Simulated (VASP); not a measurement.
These are PBE GGA, VASP's PBE PAW potentials (set 64) (plane waves; VASP) values and carry that method's errors.

The input files of a VASP run:

### POSCAR
```
CrO2
1
    4.2171078281    -0.0000000000     0.0000000000
   -0.0000000000     4.2171078281     0.0000000000
    0.0000000000     0.0000000000     2.8235159659
Cr O
2 4
Direct
  0.0000000000   0.0000000000   0.0000000000
  0.5000000000   0.5000000000   0.5000000000
  0.3015031965   0.3015031965   0.0000000000
  0.8015031965   0.1984968035   0.5000000000
  0.1984968035   0.8015031965   0.5000000000
  0.6984968035   0.6984968035   0.0000000000
```

### INCAR
```
ALGO  =  Normal
EDIFF  =  1E-6
EDIFFG  =  -0.02
ENCUT  =  620
GGA  =  PE
IBRION  =  2
ISIF  =  3
ISMEAR  =  1
ISPIN  =  2
LASPH  =  .True.
LCHARG  =  .False.
LMAXMIX  =  4
LORBIT  =  10
LREAL  =  .False.
LWAVE  =  .False.
MAGMOM  =  2*2.1 4*-0.1
NELM  =  100
NSW  =  40
PREC  =  Accurate
PSTRESS  =  450
SIGMA  =  0.1
SYSTEM  =  CrO2
```

### KPOINTS
```
Automatic mesh
0
Gamma
7 7 11
0 0 0
```

POTCAR, in this order: Cr_pv O (PBE.64 set). Program: vasp_std.

Problem. What will the output report for the number of irreducible k-points (NKPTS), largest plane-wave count, number of space-group operations, FFT grid (NGX, NGY, NGZ)?

Solution. 
- number of irreducible k-points (NKPTS): 60
- largest plane-wave count: 1779
- number of space-group operations: 16
- FFT grid (NGX, NGY, NGZ): 36 × 36 × 24

The compound is CrO2 in the rutile structure. It was relaxed first under an external pressure of 45 GPa.
